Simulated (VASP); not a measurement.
Given:

```
CELL_PARAMETERS angstrom
      8.75833     0.00000     0.00000
      0.00000     8.75833     0.00000
      0.00000     0.00000     8.75833
ATOMIC_POSITIONS crystal
  Si 0.49888 0.00033 0.00067
  Si 0.74974 0.25009 0.00047
  Si 0.75006 0.99901 0.25040
  Si 0.99983 0.99998 0.00058
  Si 0.24947 0.24818 0.00034
  Si 0.49981 0.49998 0.99942
  Si 0.75158 0.75032 0.00036
  Si 0.24878 0.99901 0.24879
  Si 0.49436 0.24431 0.24718
  Si 0.75541 0.50553 0.24712
  Si 0.49931 0.99830 0.50087
  Si 0.75943 0.24032 0.50831
  Si 0.75147 0.99905 0.75186
  Si 0.99942 0.50084 0.00066
  Si 0.25003 0.74967 0.99941
  Si 0.00070 0.24973 0.25045
  Si 0.24726 0.49991 0.24976
  Si 0.49978 0.75265 0.24977
  Si 0.00015 0.99962 0.50218
  Si 0.24986 0.24922 0.50063
  Si 0.75058 0.74995 0.50065
  Si 0.25003 0.00024 0.75090
  Si 0.49956 0.25008 0.75077
  Si 0.74978 0.50017 0.75073
  Si 0.00080 0.75091 0.24883
  Si 0.00148 0.50044 0.50086
  Si 0.24911 0.75060 0.50371
  Si 0.00079 0.24826 0.75186
  Si 0.25124 0.50119 0.74918
  Si 0.49865 0.74848 0.74911
  Si 0.99955 0.74980 0.75096
  C  0.62545 0.12593 0.12712
  C  0.87380 0.37437 0.12713
  C  0.87517 0.12456 0.37422
  C  0.12443 0.12481 0.12544
  C  0.37546 0.37655 0.12644
  C  0.62314 0.62440 0.12645
  C  0.87506 0.87527 0.12545
  C  0.37473 0.12352 0.37634
  C  0.87627 0.62505 0.37635
  C  0.62360 0.12473 0.62498
  C  0.87509 0.37606 0.62501
  C  0.87479 0.12504 0.87627
  C  0.12429 0.62520 0.12435
  C  0.37444 0.87551 0.12432
  C  0.12492 0.37452 0.37575
  C  0.36880 0.63099 0.37076
  C  0.62526 0.87487 0.37575
  C  0.12432 0.12479 0.62593
  C  0.37342 0.37188 0.62732
  C  0.62802 0.62635 0.62729
  C  0.87505 0.87549 0.62596
  C  0.37519 0.12485 0.87625
  C  0.62505 0.37475 0.87550
  C  0.87497 0.62462 0.87630
  C  0.12401 0.87573 0.37651
  C  0.12421 0.62515 0.62611
  C  0.37467 0.87551 0.62608
  C  0.12452 0.37571 0.87644
  C  0.37525 0.62459 0.87519
  C  0.62403 0.87524 0.87647
  C  0.12453 0.87525 0.87575
  V  0.50240 0.49727 0.48552
```
Cell charge +1.

Level of theory: PBE GGA, VASP's PBE PAW potentials (set 64) (plane waves; VASP). Run with PREC = Normal, LREAL = Auto, ISYM = 0, NELECT = 260.0, 400 eV cut-off, 1×1×1 Γ-centred mesh, Gaussian smearing of 0.050 eV, potentials Si C V_sv. Starting moments (MAGMOM): 63*0.0317. The cell's moment is fixed (NUPDOWN = 2).

At this cut-off the stress carries a Pulay error, which pulls relaxed volumes low. The cell is charged, with a uniform compensating background.  The supercell is sampled at Γ alone, which is coarse: total energies, pressure and levels can be off, energies of defects by several tenths of an eV.

Task: Predict the cell moment, energy per atom (σ→0), pressure.

Result: 
| Quantity | Value |
|---|---|
| cell moment | 2.00 μB |
| energy per atom (σ→0) | -731.6 kJ/mol of atoms |
| pressure | -3.50 GPa |

Task: Give the moment on each site (PAW-sphere projection).

Result: 
```json
[
 {"site": "Si1", "moment (μB)": "0.00"},
 {"site": "Si2", "moment (μB)": "0.00"},
 {"site": "Si3", "moment (μB)": "0.00"},
 {"site": "Si4", "moment (μB)": "0.00"},
 {"site": "Si5", "moment (μB)": "0.01"},
 {"site": "Si6", "moment (μB)": "0.00"},
 {"site": "Si7", "moment (μB)": "0.01"},
 {"site": "Si8", "moment (μB)": "0.00"},
 {"site": "Si9", "moment (μB)": "0.01"},
 {"site": "Si10", "moment (μB)": "0.01"},
 {"site": "Si11", "moment (μB)": "0.00"},
 {"site": "Si12", "moment (μB)": "0.01"},
 {"site": "Si13", "moment (μB)": "0.00"},
 {"site": "Si14", "moment (μB)": "0.00"},
 {"site": "Si15", "moment (μB)": "0.00"},
 {"site": "Si16", "moment (μB)": "0.00"},
 {"site": "Si17", "moment (μB)": "0.00"},
 {"site": "Si18", "moment (μB)": "0.00"},
 {"site": "Si19", "moment (μB)": "0.00"},
 {"site": "Si20", "moment (μB)": "0.00"},
 {"site": "Si21", "moment (μB)": "0.00"},
 {"site": "Si22", "moment (μB)": "0.00"},
 {"site": "Si23", "moment (μB)": "0.01"},
 {"site": "Si24", "moment (μB)": "0.01"},
 {"site": "Si25", "moment (μB)": "0.00"},
 {"site": "Si26", "moment (μB)": "0.00"},
 {"site": "Si27", "moment (μB)": "0.00"},
 {"site": "Si28", "moment (μB)": "0.00"},
 {"site": "Si29", "moment (μB)": "0.01"},
 {"site": "Si30", "moment (μB)": "0.01"},
 {"site": "Si31", "moment (μB)": "0.00"},
 {"site": "C32", "moment (μB)": "0.00"},
 {"site": "C33", "moment (μB)": "0.00"},
 {"site": "C34", "moment (μB)": "0.00"},
 {"site": "C35", "moment (μB)": "0.00"},
 {"site": "C36", "moment (μB)": "0.01"},
 {"site": "C37", "moment (μB)": "0.01"},
 {"site": "C38", "moment (μB)": "0.00"},
 {"site": "C39", "moment (μB)": "0.01"},
 {"site": "C40", "moment (μB)": "0.01"},
 {"site": "C41", "moment (μB)": "0.00"},
 {"site": "C42", "moment (μB)": "0.00"},
 {"site": "C43", "moment (μB)": "0.00"},
 {"site": "C44", "moment (μB)": "0.00"},
 {"site": "C45", "moment (μB)": "0.00"},
 {"site": "C46", "moment (μB)": "0.00"},
 {"site": "C47", "moment (μB)": "-0.03"},
 {"site": "C48", "moment (μB)": "0.00"},
 {"site": "C49", "moment (μB)": "0.00"},
 {"site": "C50", "moment (μB)": "-0.03"},
 {"site": "C51", "moment (μB)": "-0.03"},
 {"site": "C52", "moment (μB)": "0.00"},
 {"site": "C53", "moment (μB)": "0.00"},
 {"site": "C54", "moment (μB)": "0.00"},
 {"site": "C55", "moment (μB)": "0.00"},
 {"site": "C56", "moment (μB)": "0.01"},
 {"site": "C57", "moment (μB)": "0.00"},
 {"site": "C58", "moment (μB)": "0.00"},
 {"site": "C59", "moment (μB)": "0.01"},
 {"site": "C60", "moment (μB)": "0.00"},
 {"site": "C61", "moment (μB)": "0.01"},
 {"site": "C62", "moment (μB)": "0.00"},
 {"site": "V63", "moment (μB)": "1.30"}
]
```

Only differences to runs with the same potentials and settings are physical.

The cell is a supercell with a defect, built from SiC (zinc blende): V_Si-vac_C, charge +1.
